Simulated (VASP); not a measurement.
Data:

```
W
1.0
   -1.57857     1.57857     1.57857
    1.57857    -1.57857     1.57857
    1.57857     1.57857    -1.57857
W
1
Cartesian
  0.00000   0.00000   0.00000
```

All values below come from PBEsol GGA, VASP's PBE PAW potentials (set 64) (plane waves; VASP). Run with 480 eV cut-off, 16×16×16 Γ-centred mesh, first-order Methfessel-Paxton smearing of 0.10 eV, potentials W_sv.

Each row applies one change to this cell, which was relaxed at other settings and keeps the small stress of the first row; at a fixed cut-off the stress holds a Pulay part, so it need not integrate to ΔE exactly. Stress is in GPa, positive when the cell is compressed.

```
change                                    ΔE (meV/atom)         σxx         σyy         σzz  largest shear component, with its sign (GPa)  largest force (eV/Å)
----------------------------------------  -------------  ----------  ----------  ----------  --------------------------------------------  --------------------
none                                                0.0       -0.66       -0.66       -0.66                                          0.00                 0.000
biaxial strain of -4.0 % in the xz plane          129.2       36.88       20.35       36.88                                          0.00                 0.000
uniaxial strain of -3.0 % along y                  23.2        6.50       17.41        6.50                                          0.00                 0.000
uniaxial strain of -2.0 % along x            (withheld)  (withheld)  (withheld)  (withheld)                                    (withheld)            (withheld)
isotropic strain of +1.5 %                   (withheld)  (withheld)  (withheld)  (withheld)                                    (withheld)            (withheld)
biaxial strain of -0.5 % in the xy plane            1.3        3.19        3.19        1.67                                          0.00                 0.000
uniaxial strain of -1.0 % along z                   2.0        1.71        1.71        4.70                                          0.00                 0.000
```

Q: Complete the blanks.

A: 
- isotropic strain of +1.5 %, ΔE (meV/atom): 33.2
- isotropic strain of +1.5 %, σxx: -13.69
- isotropic strain of +1.5 %, σyy: -13.69
- isotropic strain of +1.5 %, σzz: -13.69
- isotropic strain of +1.5 %, largest shear component, with its sign (GPa): 0.00
- isotropic strain of +1.5 %, largest force (eV/Å): 0.000
- uniaxial strain of -2.0 % along x, ΔE (meV/atom): 9.5
- uniaxial strain of -2.0 % along x, σxx: 10.67
- uniaxial strain of -2.0 % along x, σyy: 4.11
- uniaxial strain of -2.0 % along x, σzz: 4.11
- uniaxial strain of -2.0 % along x, largest shear component, with its sign (GPa): 0.00
- uniaxial strain of -2.0 % along x, largest force (eV/Å): 0.000

Failed runs are left out, and for metals the shear rows, which the mesh's noise covers.

The compound is W in the bcc structure.
